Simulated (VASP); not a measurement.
VSi (relaxed from the wurtzite structure, space group P6_3/mmc): computed properties

Computed with r2SCAN meta-GGA, VASP's PBE PAW potentials (set 64) (plane waves; VASP).

For VSi, the space group is P6_3/mmc (194). The cell is a = b = 4.190 Å, c = 4.715 Å, α = β = 90.00°, γ = 120.00° and the volume per atom comes out as 17.92 Å³/atom. The band gap (over mesh and band path) is none (metal, semimetal or under 0.01 eV), the cell moment comes out as 1.59 μB and the density is 3.66 g/cm³.

```yaml
crystal:
  lattice:
    - [4.18969, 0.00000, 0.00000]
    - [-2.09484, 3.62838, 0.00000]
    - [0.00000, 0.00000, 4.71455]
  atoms:
    - { symbol: V, position: [0.33333, 0.66667, 0.93751], spin: 0.9 }
    - { symbol: V, position: [0.66667, 0.33333, 0.43751], spin: 0.9 }
    - { symbol: Si, position: [0.33333, 0.66667, 0.43749], spin: -0.1 }
    - { symbol: Si, position: [0.66667, 0.33333, 0.93749], spin: -0.1 }
```

The structure was generated: VSi was put into the wurtzite type (P6_3mc), which need not be its known phase. It was relaxed first, which changed the volume by -37 %. The relaxed cell has space group P6_3/mmc. Symmetry was kept, so distortions that lower it aren't found.
